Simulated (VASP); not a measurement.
Given:

```yaml
crystal:
  lattice:
    - [3.94501, 0.00000, 0.00000]
    - [0.00000, 3.94501, 0.00000]
    - [0.00000, 0.00000, 3.94501]
  atoms:
    - { symbol: K, position: [0.00000, 0.00000, 0.00000] }
    - { symbol: Mg, position: [0.50000, 0.50000, 0.50000] }
    - { symbol: F, position: [0.50000, 0.00000, 0.50000] }
    - { symbol: F, position: [0.00000, 0.50000, 0.50000] }
    - { symbol: F, position: [0.50000, 0.50000, 0.00000] }
```

Level of theory: PBEsol GGA, VASP's PBE PAW potentials (set 64) (plane waves; VASP). Settings: 520 eV cut-off, 6×6×6 Γ-centred mesh, Gaussian smearing of 0.050 eV, potentials K_sv Mg F.

What does the run give for the energy per atom (σ→0), pressure, band gap (on the k-mesh) with the smallest direct gap where there is one?

| Quantity | Result |
|---|---|
| band gap (on the k-mesh) | 7.35 eV |
| smallest direct gap (on the k-mesh) | 7.68 eV |
| energy per atom (σ→0) | -5.049 eV/atom |
| pressure | 23.8 kbar |

Only differences to runs with the same potentials and settings are physical.

The compound is KMgF3 in the cubic perovskite structure. This cell is one point of a volume scan, at 0.97 of the reference volume.
